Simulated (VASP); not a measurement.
Input:

```xyz
1
Lattice="-1.6597 1.6597 1.6597 1.6597 -1.6597 1.6597 1.6597 1.6597 -1.6597" Properties=species:S:1:pos:R:3 pbc="T T T"
Ta     0.0000     0.0000     0.0000
```

These are PBE GGA, VASP's PBE PAW potentials (set 64) (plane waves; VASP) values and carry that method's errors. Numerical set-up: 480 eV cut-off, 14×14×14 Γ-centred mesh, first-order Methfessel-Paxton smearing of 0.10 eV, potentials Ta_pv.

Energy and stress use the plane-wave basis of the starting cell.

Q: The ions, cell shape and volume at an external pressure of 20.0 GPa are relaxed. Give the cell that the relaxation ends in.

A: 
```xyz
1
Lattice="-1.6138 1.6138 1.6138 1.6138 -1.6138 1.6138 1.6138 1.6138 -1.6138" Properties=species:S:1:pos:R:3 pbc="T T T"
Ta     0.0000     0.0000     0.0000
```
Space group Im-3m (229), at a tolerance of 0.03 Å.

Q: How do energy and volume change from the first to the last step?

A: The energy (σ→0) changes by +86.5 meV/atom and the volume by -8.1 %, in 5 ionic steps.

The compound is Ta in the bcc structure. This run relaxes it under an external pressure of 20 GPa. Symmetry was kept, so distortions that lower it aren't found.
